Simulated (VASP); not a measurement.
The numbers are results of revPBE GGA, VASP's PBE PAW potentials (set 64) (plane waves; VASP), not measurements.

A VASP calculation is set up with these files.

### POSCAR
```
Ga
1.0
  2.2544511598  -3.8913749615   0.0000000000
  2.2544511598   3.8913749615   0.0000000000
  0.0000000000   0.0000000000   4.6247862574
Ga
4
Cart
  2.2544511598   2.6804510569   4.2503738050
  2.2544511598   1.2109239046   1.9379806763
  2.2544511598  -1.2109239046   2.6868055811
  2.2544511598  -2.6804510569   0.3744124524
```

**KPOINTS**
```
Automatic mesh
0
Gamma
8 8 7
0 0 0
```

**INCAR**
```
SYSTEM  =  Ga
PREC  =  Accurate; ENCUT  =  520; LREAL  =  .False.
LASPH  =  .True.
EDIFF  =  1E-7; NELM  =  100; ALGO  =  Normal
LMAXMIX  =  4
ISMEAR  =  1; SIGMA  =  0.1
GGA  =  RE
IBRION  =  2; NSW  =  30; ISIF  =  4
EDIFFG  =  -0.01
LWAVE  =  .False.; LCHARG  =  .False.
```

POTCAR, in this order: Ga_d (PBE.64 set). Program: vasp_std.

The resulting files:

**OSZICAR**
```
...
DAV:   1    -0.104314982823E+02   -0.21894E-02   -0.50526E-02  6062   0.158E+00    0.277E-01
DAV:   2    -0.104301653180E+02    0.13330E-02   -0.27296E-03  5537   0.839E-01    0.170E-01
DAV:   3    -0.104294071440E+02    0.75817E-03   -0.16171E-03  6835   0.526E-01    0.158E-02
DAV:   4    -0.104294424202E+02   -0.35276E-04   -0.53557E-04  5432   0.260E-01    0.118E-02
DAV:   5    -0.104294420447E+02    0.37542E-06   -0.32677E-05  7096   0.607E-02    0.186E-03
DAV:   6    -0.104294424069E+02   -0.36219E-06   -0.31854E-06  5890   0.150E-02    0.107E-03
DAV:   7    -0.104294424600E+02   -0.53014E-07   -0.15825E-07  3975   0.412E-03
   3 F= -.10429442E+02 E0= -.10429286E+02  d E =-.708786E-03
       N       E                     dE             d eps       ncg     rms          rms(c)
DAV:   1    -0.104344819590E+02   -0.50396E-02   -0.99177E-02  6238   0.224E+00    0.428E-01
DAV:   2    -0.104316087894E+02    0.28732E-02   -0.47699E-03  5574   0.120E+00    0.261E-01
DAV:   3    -0.104298529889E+02    0.17558E-02   -0.23698E-03  6138   0.812E-01    0.179E-02
DAV:   4    -0.104299537895E+02   -0.10080E-03   -0.11199E-03  5390   0.359E-01    0.147E-02
DAV:   5    -0.104299553135E+02   -0.15240E-05   -0.50729E-05  8046   0.715E-02    0.427E-03
DAV:   6    -0.104299558085E+02   -0.49499E-06   -0.21474E-06  5647   0.110E-02    0.371E-03
DAV:   7    -0.104299556451E+02    0.16340E-06   -0.44459E-07  4577   0.962E-03    0.769E-04
DAV:   8    -0.104299556611E+02   -0.15983E-07   -0.16932E-07  4142   0.545E-03
   4 F= -.10429956E+02 E0= -.10429838E+02  d E =-.513201E-03
       N       E                     dE             d eps       ncg     rms          rms(c)
DAV:   1    -0.104355659935E+02   -0.56103E-02   -0.11379E-01  6238   0.239E+00    0.458E-01
DAV:   2    -0.104322461797E+02    0.33198E-02   -0.54535E-03  5574   0.129E+00    0.280E-01
DAV:   3    -0.104302246580E+02    0.20215E-02   -0.27402E-03  6154   0.871E-01    0.193E-02
DAV:   4    -0.104303404305E+02   -0.11577E-03   -0.12868E-03  5397   0.386E-01    0.158E-02
DAV:   5    -0.104303422210E+02   -0.17906E-05   -0.58302E-05  8029   0.769E-02    0.459E-03
DAV:   6    -0.104303427536E+02   -0.53261E-06   -0.24459E-06  5713   0.119E-02    0.393E-03
DAV:   7    -0.104303425706E+02    0.18306E-06   -0.49875E-07  4680   0.104E-02    0.773E-04
DAV:   8    -0.104303425860E+02   -0.15449E-07   -0.18336E-07  4115   0.554E-03
   5 F= -.10430343E+02 E0= -.10430267E+02  d E =-.900126E-03
       N       E                     dE             d eps       ncg     rms          rms(c)
DAV:   1    -0.104517200496E+02   -0.21377E-01   -0.45563E-01  6238   0.479E+00    0.917E-01
DAV:   2    -0.104382883899E+02    0.13432E-01   -0.21863E-02  5502   0.251E+00    0.560E-01
DAV:   3    -0.104301917805E+02    0.80966E-02   -0.11241E-02  6192   0.173E+00    0.395E-02
DAV:   4    -0.104306503559E+02   -0.45858E-03   -0.51076E-03  5404   0.771E-01    0.320E-02
DAV:   5    -0.104306573812E+02   -0.70253E-05   -0.22520E-04  7915   0.150E-01    0.965E-03
DAV:   6    -0.104306589882E+02   -0.16069E-05   -0.90012E-06  5867   0.245E-02    0.752E-03
DAV:   7    -0.104306583957E+02    0.59247E-06   -0.18063E-06  6207   0.206E-02    0.192E-03
DAV:   8    -0.104306584126E+02   -0.16920E-07   -0.65069E-07  4493   0.109E-02
   6 F= -.10430658E+02 E0= -.10430548E+02  d E =-.121595E-02
       N       E                     dE             d eps       ncg     rms          rms(c)
DAV:   1    -0.104327980934E+02   -0.21397E-02   -0.45094E-02  6252   0.151E+00    0.288E-01
DAV:   2    -0.104314796607E+02    0.13184E-02   -0.21461E-03  5510   0.813E-01    0.176E-01
DAV:   3    -0.104306840443E+02    0.79562E-03   -0.10872E-03  6101   0.546E-01    0.124E-02
DAV:   4    -0.104307294721E+02   -0.45428E-04   -0.50537E-04  5432   0.242E-01    0.101E-02
DAV:   5    -0.104307303337E+02   -0.86165E-06   -0.23465E-05  8011   0.495E-02    0.291E-03
DAV:   6    -0.104307305276E+02   -0.19385E-06   -0.92767E-07  5686   0.762E-03    0.237E-03
DAV:   7    -0.104307304593E+02    0.68227E-07   -0.20508E-07  4088   0.707E-03
   7 F= -.10430730E+02 E0= -.10430704E+02  d E =-.128800E-02
       N       E                     dE             d eps       ncg     rms          rms(c)
DAV:   1    -0.104390282535E+02   -0.82977E-02   -0.18042E-01  6231   0.301E+00    0.575E-01
DAV:   2    -0.104337683936E+02    0.52599E-02   -0.86837E-03  5524   0.161E+00    0.351E-01
DAV:   3    -0.104305934691E+02    0.31749E-02   -0.44138E-03  6163   0.109E+00    0.249E-02
DAV:   4    -0.104307744771E+02   -0.18101E-03   -0.20192E-03  5390   0.485E-01    0.202E-02
DAV:   5    -0.104307775498E+02   -0.30727E-05   -0.92131E-05  8003   0.984E-02    0.579E-03
DAV:   6    -0.104307782455E+02   -0.69571E-06   -0.38383E-06  5824   0.157E-02    0.470E-03
DAV:   7    -0.104307779939E+02    0.25160E-06   -0.78394E-07  5651   0.138E-02    0.756E-04
DAV:   8    -0.104307780072E+02   -0.13279E-07   -0.21085E-07  4137   0.558E-03
   8 F= -.10430778E+02 E0= -.10430928E+02  d E =-.133555E-02
       N       E                     dE             d eps       ncg     rms          rms(c)
DAV:   1    -0.104326478721E+02   -0.18699E-02   -0.40820E-02  6261   0.143E+00    0.274E-01
DAV:   2    -0.104314604475E+02    0.11874E-02   -0.19767E-03  5518   0.775E-01    0.167E-01
DAV:   3    -0.104307409735E+02    0.71947E-03   -0.98754E-04  6061   0.515E-01    0.118E-02
DAV:   4    -0.104307813085E+02   -0.40335E-04   -0.45010E-04  5404   0.229E-01    0.956E-03
DAV:   5    -0.104307820207E+02   -0.71221E-06   -0.21435E-05  8025   0.462E-02    0.287E-03
DAV:   6    -0.104307820953E+02   -0.74677E-07   -0.74195E-07  5460   0.716E-03
   9 F= -.10430782E+02 E0= -.10430865E+02  d E =-.133964E-02
       N       E                     dE             d eps       ncg     rms          rms(c)
DAV:   1    -0.104343677390E+02   -0.35857E-02   -0.10999E-01  6125   0.229E+00    0.375E-01
DAV:   2    -0.104320965582E+02    0.22712E-02   -0.57986E-03  5847   0.117E+00    0.228E-01
DAV:   3    -0.104308524208E+02    0.12441E-02   -0.31596E-03  7551   0.681E-01    0.228E-02
DAV:   4    -0.104309023431E+02   -0.49922E-04   -0.93404E-04  5628   0.345E-01    0.168E-02
DAV:   5    -0.104309023247E+02    0.18459E-07   -0.46048E-05  7005   0.840E-02    0.278E-03
DAV:   6    -0.104309030407E+02   -0.71600E-06   -0.62480E-06  6208   0.210E-02    0.167E-03
DAV:   7    -0.104309030231E+02    0.17521E-07   -0.30685E-07  4513   0.504E-03
  10 F= -.10430903E+02 E0= -.10431044E+02  d E =-.120928E-03
       N       E                     dE             d eps       ncg     rms          rms(c)
DAV:   1    -0.104312418935E+02   -0.33885E-03   -0.99291E-03  6118   0.687E-01    0.113E-01
DAV:   2    -0.104310373982E+02    0.20450E-03   -0.52078E-04  5843   0.355E-01    0.684E-02
DAV:   3    -0.104309255935E+02    0.11180E-03   -0.28362E-04  7540   0.206E-01    0.686E-03
DAV:   4    -0.104309301750E+02   -0.45815E-05   -0.83954E-05  5663   0.103E-01    0.504E-03
DAV:   5    -0.104309302229E+02   -0.47958E-07   -0.39886E-06  6635   0.260E-02    0.856E-04
DAV:   6    -0.104309302892E+02   -0.66248E-07   -0.60184E-07  5473   0.694E-03
  11 F= -.10430930E+02 E0= -.10431057E+02  d E =-.148194E-03
       N       E                     dE             d eps       ncg     rms          rms(c)
DAV:   1    -0.104310307549E+02   -0.10053E-03   -0.67205E-02  5852   0.163E+00    0.939E-02
DAV:   2    -0.104310796447E+02   -0.48890E-04   -0.19512E-03  7630   0.459E-01    0.547E-02
DAV:   3    -0.104310097581E+02    0.69887E-04   -0.93808E-05  6788   0.154E-01    0.493E-03
DAV:   4    -0.104310139053E+02   -0.41472E-05   -0.47709E-05  5509   0.690E-02    0.331E-03
DAV:   5    -0.104310137574E+02    0.14786E-06   -0.25933E-06  7017   0.107E-02    0.169E-03
DAV:   6    -0.104310137430E+02    0.14401E-07   -0.18063E-07  4270   0.716E-03
  12 F= -.10431014E+02 E0= -.10431156E+02  d E =-.834538E-04
```

**OUTCAR**
```
------------------------ aborting loop because EDIFF is reached ----------------------------------------
  FORCE on cell =-STRESS in cart. coord.  units (eV):
  Direction    XX          YY          ZZ          XY          YZ          ZX
  --------------------------------------------------------------------------------------
  Total        0.7987710      0.7838078      0.8082733      0.0000000      0.0000000      0.0000000
  in kB       15.7712923     15.4758526     15.9589100      0.0000000      0.0000000      0.0000000
  external PRESSURE =      15.7353516 kB  Pullay stress =       0.0000000 kB
  volume of cell :       81.15
      direct lattice vectors                 reciprocal lattice vectors
     2.296354583 -3.877484243  0.000000000     0.217736409 -0.128949589 -0.000000000
     2.296354583  3.877484243 -0.000000000     0.217736409  0.128949589  0.000000000
     0.000000000 -0.000000000  4.556659605     0.000000000  0.000000000  0.219459009
 POSITION                                       TOTAL-FORCE (eV/Angst)
 -----------------------------------------------------------------------------------
      2.29635      2.67064      4.18237         0.000000      0.000084     -0.006589
      2.29635      1.20684      1.90404         0.000000     -0.000084     -0.006589
      2.29635     -1.20684      2.65262         0.000000      0.000084      0.006589
      2.29635     -2.67064      0.37429         0.000000     -0.000084      0.006589
 -----------------------------------------------------------------------------------
    total drift:                               -0.000000      0.000000     -0.000000
  FREE ENERGIE OF THE ION-ELECTRON SYSTEM (eV)
  ---------------------------------------------------
  free  energy   TOTEN  =       -10.4310137430 eV

  energy  without entropy=      -10.4314413085  energy(sigma->0) =      -10.43115626

 reached required accuracy - stopping structural energy minimisation
```
(Selected blocks of OUTCAR.)

### CONTCAR
```
Ga
   1.00000000000000
     2.2963545825860256   -3.8774842429041767    0.0000000000000000
     2.2963545825860256    3.8774842429041767   -0.0000000000000000
     0.0000000000000000   -0.0000000000000000    4.5566596054492807
  Ga
     4
Direct
     0.1556220613408915    0.8443779386591087    0.9178595238777526
     0.3443779386591085    0.6556220613408913    0.4178595238777525
     0.6556220613408913    0.3443779386591085    0.5821404761222474
     0.8443779386591087    0.1556220613408915    0.0821404761222474
```

File OUTCAR:
```
 val. band max:        4.8534378314   @ k =  -0.2500   0.2500   0.2857

 cond. band min:       4.9289491330   @ k =   0.2500   0.2500   0.0000


 Fermi energy:         4.8707905978

 k-point     1 :       0.0000    0.0000    0.0000
  band No.  band energies     occupation
      1     -10.2921      2.00000
      2     -10.2895      2.00000
      3     -10.2632      2.00000
      4     -10.2445      2.00000
      5     -10.2204      2.00000
      6     -10.2014      2.00000
      7     -10.1437      2.00000
      8     -10.1014      2.00000
      9     -10.0794      2.00000
     10     -10.0650      2.00000
     11     -10.0555      2.00000
     12     -10.0466      2.00000
     13     -10.0398      2.00000
     14     -10.0022      2.00000
     15      -9.9910      2.00000
     16      -9.9391      2.00000
     17      -9.8941      2.00000
     18      -9.8759      2.00000
     19      -9.8647      2.00000
     20      -9.7782      2.00000
     21      -5.9512      2.00000
     22       0.6670      2.00000
     23       1.2432      2.00000
     24       2.9132      2.00000
     25       3.1471      2.00000
     26       4.1152      2.00000
     27       5.6989     -0.00000
     28       5.7190     -0.00000
     29       5.8813     -0.00000
     30       9.7110      0.00000
     31      10.1149      0.00000

 k-point     2 :       0.1250    0.0000    0.0000
  band No.  band energies     occupation
      1     -10.2943      2.00000
      2     -10.2834      2.00000
      3     -10.2664      2.00000
      4     -10.2507      2.00000
      5     -10.2120      2.00000
      6     -10.1973      2.00000
      7     -10.1500      2.00000
      8     -10.1311      2.00000
      9     -10.0862      2.00000
     10     -10.0780      2.00000
     11     -10.0371      2.00000
     12     -10.0327      2.00000
     13     -10.0298      2.00000
     14     -10.0033      2.00000
     15      -9.9778      2.00000
     16      -9.9268      2.00000
     17      -9.8965      2.00000
...
```

The compound is Ga in the alpha structure. This cell is one point of a volume scan, at 0.97 of the reference volume. Symmetry was kept, so distortions that lower it aren't found.
